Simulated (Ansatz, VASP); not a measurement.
NiMoIrPdW in VASP and in Ansatz

```
Ni Mo Pd Ir W
1.0
     2.76609    0.00000    0.00000
    -1.38305    2.39551    0.00000
     0.00000    0.00000   11.02278
Ni Mo Pd Ir W
1 1 1 1 1
Direct
  0.33333 0.66667 0.59711
  0.00000 0.00000 0.41074
  0.66667 0.33333 0.79520
  0.66667 0.33333 0.19961
  0.33333 0.66667 0.99734
```

The cell was built by a generator and needn't be a form met in nature.

Alike in both runs: functional PBE; k mesh 11 × 11 × 3; occupations fermi-dirac, width 0.05 eV; collinear spin, ferromagnetic start.

```csv
,VASP,Ansatz
version,VASP 6.6.1,Ansatz 0.2.0
potentials or method,"VASP PAW PBE potentials, release 64 (Ni, Mo_sv, Pd, Ir, W_sv)",SPMS NC
plane-wave cutoff (eV),520,925
valence electrons in the cell,57,81
task,electric field gradients,single point
```

```csv
,VASP,Ansatz,Ansatz less VASP
gap on the k mesh at the Fermi level (eV),none,none,-
pressure (GPa),0.5,0.3,-0.14
largest component of the traceless stress (GPa),1.00,1.05,+0.056
rms of the force components (eV/Å),0.049,0.062,+0.0130
net moment per atom (μB),0.00,0.00,0.000
```

Atom by atom the forces differ by 0.016 eV/Å (rms over components). A gap of «none» marks a metal or a gap that the smearing closes. The two sets of potentials don't hold the same shells in valence.

Caveats: the starting moments weren't kept (Ansatz). The runs have no spin-orbit coupling, so splittings on Ir, W are missing.
